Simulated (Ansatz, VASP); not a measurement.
# K3OF (antiperovskite type (invented)): VASP beside Ansatz, part 2 of 2

Wanted: the spread between two codes on one cell, functional and k mesh. The cell is generated by rule, not measured, and may not be a known phase. The cell is taken from a series of runs on this material, whose earlier steps may have relaxed, scaled, displaced or heated it; both programs get it as it stands.

VASP 6.6.1 and Ansatz 0.2.0.

So far: The starting structure; VASP: relaxation of cell and atoms, PBEsol.

### Step 3. Ansatz: relaxation of cell and atoms, PBEsol

Level of this step: Ansatz beside VASP: Kohn-Sham DFT, plane waves, PBEsol (Ansatz).

Ansatz runs on its default PAW (the set named soft_2) files.

The same cell, functional, mesh and smearing now go to Ansatz, which takes its cutoff from its data sets.

input.yaml

```yaml
crystal:
  lattice:
    - [5.0419352997, 0.0, 0.0]
    - [0.0, 5.0419352997, 0.0]
    - [0.0, 0.0, 5.0419352997]
  atoms:
    - { symbol: F, position: [0.0, 0.0, 0.0] }
    - { symbol: O, position: [0.5, 0.5, 0.5] }
    - { symbol: K, position: [0.5, 0.5, 0.0] }
    - { symbol: K, position: [0.5, 0.0, 0.5] }
    - { symbol: K, position: [0.0, 0.5, 0.5] }
kpoints:
  mp_grid: { grid: [6, 6, 6] }
hamiltonian:
  xc: pbesol
scf:
  occupations: { method: gaussian, width: 0.02 }
output:
  forces: true
  stress: true
  eigenvalues: true
  write_density: true
  write_potential: true
  elf: true
  volumetric_format: npy
relax:
  adjacent_minimum: "off"
  f_tol: 0.005
  max_steps: 80
  cell: { stress_tol: 0.05 }
```

Started as:

```
$ ansatz run input.yaml --threads 4 --pin off --max-ram 9216MiB --backend cpu --events-out ev --progress --plain --runs-dir out
```

Numbers of over 12 decimals in the logs are rounded to 6 here.

Log:

```text
Engine: ansatz 0.2.0, x86_64-unknown-linux-gnu
Pseudopotentials: kind: paw
Pseudopotential: F, paw, valence charge 7, recommended cutoff 420 eV (normal), F.paw.azcp
Pseudopotential: O, paw, valence charge 6, recommended cutoff 420 eV (normal), O.paw.azcp
Pseudopotential: K, paw, valence charge 9, recommended cutoff 420 eV (normal), K.paw.azcp
Functional definition: PBEsol
  exchange = pbesol_x
  correlation = pbesol_c
Crystal: 5 atoms, lattice volume = 128.172 Å³
Basis set: ecut = 420 eV, 2517 PW (Γ), exchange–correlation on 72×72×72 points (8 copies of the dense FFT grid, shifted against one another)
Bands: 25, of which v1, the nominal top of the filled ones, is band 20 counted from 1 (19 counted from 0)
Symmetry: 48 space group operations
Space group: Pm-3m (ITA 221), of the structure as read, at distance tolerance 5.0e-5 Å
k-points: 20 of 216
Non-local potential: F, projectors of the file, l = 0: 2, l = 1: 2, l = 2: 1
Non-local potential: O, projectors of the file, l = 0: 2, l = 1: 2, l = 2: 1
Non-local potential: K, projectors of the file, l = 0: 3, l = 1: 2, l = 2: 2
PAW form: soft (Blöchl's): semilocal exchange-correlation on the pseudo side does not see the compensation charge
PAW frozen core: F, regenerated for the run's functional, and the local potential with it (the file was generated under x = pbe(κ = 0.804, μ = 0.219515), c = pbe(β = 0.066725))
PAW frozen core: O, regenerated for the run's functional, and the local potential with it (the file was generated under x = pbe(κ = 0.804, μ = 0.219515), c = pbe(β = 0.066725))
PAW frozen core: K, regenerated for the run's functional, and the local potential with it (the file was generated under x = pbe(κ = 0.804, μ = 0.219515), c = pbe(β = 0.066725))
PAW one-centre angular grid: F, 110 points (default); XC on 64 Gauss nodes
PAW one-centre angular grid: O, 110 points (default); XC on 64 Gauss nodes
PAW one-centre angular grid: K, 110 points (default); XC on 64 Gauss nodes
Initial density: superposition of atomic densities (neutral atoms: chi_scale 0, normalization atom), corrected by the library's trained network
Initial wavefunctions: pseudopotential atomic-orbital guess
Functional: x = pbesol(κ = 0.804, μ = 0.123457), c = pbesol(β = 0.046)
SCF iter   1: F=—  HF=-5911.559849 eV  |F-HF|=—  |Δ(HF+E_count)|=         —  Δρ=6.69e-3  dr2=6.01e-2  ethr=1.77e-3  ⟨swp⟩=6.8  Hψ=2508  notcnv=0
preconditioner: auto → Resta (q_TF=auto, 2.247 Å⁻¹)  ε∞=2.9  [insulator: Δε(μ)=0.704 eV  Ē_g=13.491 eV  σ=0.020 eV  W_gap=1.00  n_scr=26 (ndim 8)  ℏωp=18.6 eV  f_vac=0.205  D(μ)=0.00/eV (n_scr^D=0)  ε∞_Penn≈2.9]
SCF iter   2: F=—  HF=-5911.549727 eV  |F-HF|=—  |Δ(HF+E_count)|=   1.01e-2  Δρ=4.41e-3  dr2=2.09e-2  ethr=1.50e-4  ⟨swp⟩=2.3  Hψ=1074  notcnv=0  defer=20
SCF iter   3: F=—  HF=-5911.545559 eV  |F-HF|=—  |Δ(HF+E_count)|=   4.17e-3  Δρ=9.73e-4  dr2=1.90e-3  ethr=5.23e-5  ⟨swp⟩=2.0  Hψ=868  notcnv=0  defer=20
SCF iter   4: F=—  HF=-5911.544912 eV  |F-HF|=—  |Δ(HF+E_count)|=   6.47e-4  Δρ=3.82e-4  dr2=2.06e-4  ethr=4.76e-6  ⟨swp⟩=2.0  Hψ=838  notcnv=0  defer=20
SCF iter   5: F=—  HF=-5911.544916 eV  |F-HF|=—  |Δ(HF+E_count)|=   3.47e-6  Δρ=3.61e-4  dr2=1.14e-4  ethr=5.16e-7  ⟨swp⟩=2.0  Hψ=760  notcnv=0  defer=20
SCF iter   6: F=—  HF=-5911.544898 eV  |F-HF|=—  |Δ(HF+E_count)|=   1.72e-5  Δρ=6.04e-5  dr2=4.40e-6  ethr=2.86e-7  ⟨swp⟩=2.0  Hψ=760  notcnv=0  defer=20
SCF iter   7: F=—  HF=-5911.544727 eV  |F-HF|=—  |Δ(HF+E_count)|=   1.71e-4  Δρ=1.54e-5  dr2=3.57e-7  ethr=1.10e-8  ⟨swp⟩=2.0  Hψ=801  notcnv=0  defer=20
SCF iter   8: F=-5911.544728 eV  HF=-5911.544728 eV  |F-HF|=4.06e-8  |Δ(HF+E_count)|=   4.08e-7  Δρ=2.95e-6  dr2=1.66e-8  ethr=2.50e-10  ⟨swp⟩=12.6  Hψ=3467  notcnv=0
SCF 1 converged in 8 iterations: F = -5911.544728 eV  dr2 = 1.66e-8
  greatest PAW one-centre occupation: 0.986 electrons in one spin orbital (limit 2), on the K atom at site 4 (counted from 0), in its partial waves of l = 0
relax step   1: F+E_penalty+E_count = -5911.54472787 eV  Δ(F+E_penalty+E_count) = +0.000e0 eV  max|allowed force component| = 1.985e-29 eV/Å  Δτ_max = 0.0000 Å  P = +0.005 GPa  Ω = 128.172 Å³  (8 SCF iters, dr2 threshold 1.00e-7 eV, accepted)
Initial density: handed on by an earlier stage of this run
Initial wavefunctions: pseudopotential atomic-orbital guess (no wavefunctions were taken with the density)
iter 1 solved again at ethr=3.41e-8 eV; its pass at ethr=3.10e-3 eV (dr2=1.36e-5 eV) is discarded
SCF iter   1: F=—  HF=-5911.544904 eV  |F-HF|=—  |Δ(HF+E_count)|=         —  Δρ=5.51e-6  dr2=2.95e-8  ethr=3.41e-8  ⟨swp⟩=3.0  Hψ=3975  notcnv=0
preconditioner: auto → Resta (q_TF=auto, 2.247 Å⁻¹)  ε∞=2.8  [insulator: Δε(μ)=0.935 eV  Ē_g=14.278 eV  σ=0.020 eV  W_gap=1.00  n_scr=26 (ndim 8)  ℏωp=19.1 eV  f_vac=0.202  D(μ)=0.00/eV (n_scr^D=0)  ε∞_Penn≈2.8]
SCF iter   2: F=—  HF=-5911.544728 eV  |F-HF|=—  |Δ(HF+E_count)|=   1.76e-4  Δρ=6.50e-6  dr2=5.16e-8  ethr=7.36e-11  ⟨swp⟩=3.0  Hψ=960  notcnv=0
SCF iter   3: F=—  HF=-5911.544728 eV  |F-HF|=—  |Δ(HF+E_count)|=  7.36e-10  Δρ=2.04e-6  dr2=5.08e-9  ethr=7.36e-11  ⟨swp⟩=2.0  Hψ=802  notcnv=0
SCF iter   4: F=—  HF=-5911.544728 eV  |F-HF|=—  |Δ(HF+E_count)|=   1.87e-8  Δρ=1.91e-6  dr2=3.90e-9  ethr=1.27e-11  ⟨swp⟩=2.0  Hψ=840  notcnv=0
SCF iter   5: F=—  HF=-5911.544728 eV  |F-HF|=—  |Δ(HF+E_count)|=   1.28e-9  Δρ=1.66e-6  dr2=2.69e-9  ethr=9.74e-12  ⟨swp⟩=2.0  Hψ=792  notcnv=0
SCF iter   6: F=—  HF=-5911.544728 eV  |F-HF|=—  |Δ(HF+E_count)|=  5.64e-11  Δρ=8.52e-7  dr2=6.15e-10  ethr=6.72e-12  ⟨swp⟩=2.0  Hψ=560  notcnv=0
SCF iter   7: F=-5911.544728 eV  HF=-5911.544728 eV  |F-HF|=1.82e-11  |Δ(HF+E_count)|=  2.35e-10  Δρ=2.13e-7  dr2=3.81e-11  ethr=1.00e-12  ⟨swp⟩=4.0  Hψ=2260  notcnv=0
SCF 2 converged in 7 iterations: F = -5911.544728 eV  dr2 = 3.81e-11
  greatest PAW one-centre occupation: 0.986 electrons in one spin orbital (limit 2), on the K atom at site 3 (counted from 0), in its partial waves of l = 0
relax step   2: F+E_penalty+E_count = -5911.54472788 eV  Δ(F+E_penalty+E_count) = -1.136e-8 eV  max|allowed force component| = 2.205e-29 eV/Å  Δτ_max = 0.0000 Å  P = +0.005 GPa  Ω = 128.172 Å³  stress off target by 4.69e-3 GPa  SCF on the basis re-selected at this cell (its energy is not comparable with the rows above)  (7 SCF iters)
basis re-selected at this cell: Δ(F+E_penalty+E_count) = -1.136e-8 eV, ΔP = +0.000 GPa vs the last step (what re-selecting the basis moved, of the pressure what is left beyond the Pulay correction that the steps carried, after the strain that the cell walked since its last selection, with what the two solves' SCF thresholds leave and, on support functions, any second-order correction that the steps lacked; it is no m [...]
SCF converged after 7 iterations
Free energy (F): -5911.544728 eV
Harris-Foulkes:  -5911.544728 eV  (|F-HF|=1.82e-11)
Internal energy: -5911.544728 eV  (E = F + TS)
E sigma→0 (E₀):  -5911.544728 eV
Fermi energy:    4.211817 eV
--- Per-component energies (eV) ---
  E_band       = -364.457319
  E_kinetic    = 1143.657249
  E_local      = -2897.783938  (includes V_loc(G=0)·N_el)
  E_nonlocal   = 162.926570
  E_hartree    = 1051.960801
  E_xc         = -554.061516
  E_vxc        = -688.635928  (∫ρ·V_xc dr)
  E_paw        = -2630.434020  (= ΣΔE_a)
  E_vpaw       = -188.547409  (= ΣTr[D̂ρ^β])
  E_aug_tail   = 0.004403  (compensation charges beyond the density's cutoff)
  E_ewald      = -2188.215663
  E_core_change = 0.401386  (= ΣΔE_core)
  E_smearing   = -0.000000  (= −TS)
  E_closure    = -0.000000  (closes the sum)
  Σ components = -5911.544728   (vs F -5911.544728, Δ=0.00e0)
--- Forces (eV/Å), atoms counted from 1 ---
  atom   1  F     -0.00000000    -0.00000000     0.00000000
  atom   2  O      0.00000000     0.00000000     0.00000000
  atom   3  K      0.00000000    -0.00000000     0.00000000
  atom   4  K      0.00000000    -0.00000000     0.00000000
  atom   5  K      0.00000000    -0.00000000    -0.00000000
  max |Σ_I F_I| component: 4.75e-29 eV/Å
--- Stress (GPa, compression-positive) ---
        0.004693       0.000000       0.000000
        0.000000       0.004693       0.000000
        0.000000       0.000000       0.004693
  P = ⅓ Tr σ = 0.0047 GPa (0.047 kbar)
--- Band table (eV; the first three rows and the last of 20) ---
  k-point 0: bands = [... 16 lower, 0.7279, 3.7441, 3.7441, 3.7441, 4.6791, 7.5902, 7.5902, 8.6218, ... 1 higher]
  k-point 1: bands = [... 16 lower, 0.7226, 3.4643, 3.7138, 3.7138, 4.9769, 7.5788, 7.8022, 8.7152, ... 1 higher]
  k-point 2: bands = [... 16 lower, 0.7117, 2.9970, 3.6556, 3.6556, 5.6724, 7.3146, 8.3456, 8.9475, ... 1 higher]
  k-point 19: bands = [... 16 lower, 0.6772, 2.5469, 2.5469, 2.5469, 7.4853, 8.7266, 8.7266, 8.7266, ... 1 higher]
--- Relaxed structure (1 steps of the walk, 1 accepted, 1 SCFs on fresh bases) ---
  F+E_penalty+E_count = -5911.54472788 eV   max|allowed force component| = 2.205e-29 eV/Å   (the final SCF, on the basis selected at the relaxed cell)
  cell:  # Å, volume = 128.1716 Å³
    - [5.0419352997, 0.0, 0.0]
    - [0.0, 5.0419352997, 0.0]
    - [0.0, 0.0, 5.0419352997]
  atoms:
    - { symbol: F, position: [0.0, 0.0, 0.0] }
    - { symbol: O, position: [0.5, 0.5, 0.5] }
    - { symbol: K, position: [0.5, 0.5, 0.0] }
    - { symbol: K, position: [0.5, 0.0, 0.5] }
    - { symbol: K, position: [0.0, 0.5, 0.5] }
```

### Step 4. Comparison

Known differences besides the potentials themselves: the cutoff is 420 eV in Ansatz and 600 eV in VASP; Ansatz makes its cores anew for this functional, VASP keeps those of its PBE data sets; Ansatz adds a Pulay correction to the stress that steers its cell, VASP none. Total energies have different zeros and are not compared.

Compared:

| quantity | Ansatz | VASP | difference |
| --- | --- | --- | --- |
| volume (Å³) | 128.17 | 128.61 | -0.34 % |
| edge a after relaxation, in the typed setting (Å) | 5.042 | 5.048 | -0.11 % |

### Step 5. What came out

```json
{"difference in volume (relaxation of cell and atoms, PBEsol)": "-0.34 %"}
```

**Reading.** The difference in volume is -0.34 % (relaxation of cell and atoms, PBEsol), within the 1.2 % picked in this series as the mark of a large difference, as far as the stopping tolerances let one tell. 1 further run of this series is not shown here. Such differences can come from data sets, numerical settings and the points named under the comparisons, not from the functional's error against experiment.

[Lines on the potential files, build, host, timing and source positions are cut from VASP's logs without a mark.]

[Logs are printed without paths, hosts, clocks, repeated set-up lines and the standing remarks that a program may print on its own settings, such as how far it seeks lower states.]

[Hosts, paths, dates, database ids (printed as entryN), source tags and the programs' standing remarks are cut or masked in the printed files.]
